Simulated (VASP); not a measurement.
```
HgTe
1.0
    0.00000     3.36487     3.36487
    3.36487     0.00000     3.36487
    3.36487     3.36487     0.00000
Hg Te
1 1
Cartesian
  0.00000   0.00000   0.00000
  1.68244   1.68244   1.68244
```

These are revPBE GGA, VASP's PBE PAW potentials (set 64) (plane waves; VASP) values and carry that method's errors. Settings: 520 eV cut-off, Gaussian smearing of 0.050 eV, potentials Hg Te.

Task: Give the energies of bands 2 to 12 at the high-symmetry points, in eV from the Fermi level.

Result: 
| band | Γ | X | U | L | W |
|---|---|---|---|---|---|
| 2 | -6.73 | -6.54 | -6.57 | -6.63 | -6.55 |
| 3 | -6.73 | -6.48 | -6.52 | -6.63 | -6.53 |
| 4 | -6.73 | -6.48 | -6.41 | -6.32 | -6.37 |
| 5 | -6.33 | -6.29 | -6.31 | -6.32 | -6.35 |
| 6 | -6.33 | -6.00 | -5.94 | -6.10 | -5.89 |
| 7 | -0.93 | -4.78 | -4.77 | -4.71 | -4.81 |
| 8 | 0.00 | -1.78 | -2.29 | -0.76 | -2.05 |
| 9 | 0.00 | -1.78 | -1.47 | -0.76 | -2.03 |
| 10 | 0.00 | 1.96 | 2.26 | 0.76 | 2.82 |
| 11 | 4.47 | 2.93 | 4.15 | 5.19 | 4.84 |
| 12 | 4.47 | 7.98 | 7.06 | 5.19 | 5.32 |

It has no gap at this level: it comes out as a metal or semimetal.

The compound is HgTe in the zinc blende structure. It was relaxed first, which changed the volume by +13 %.
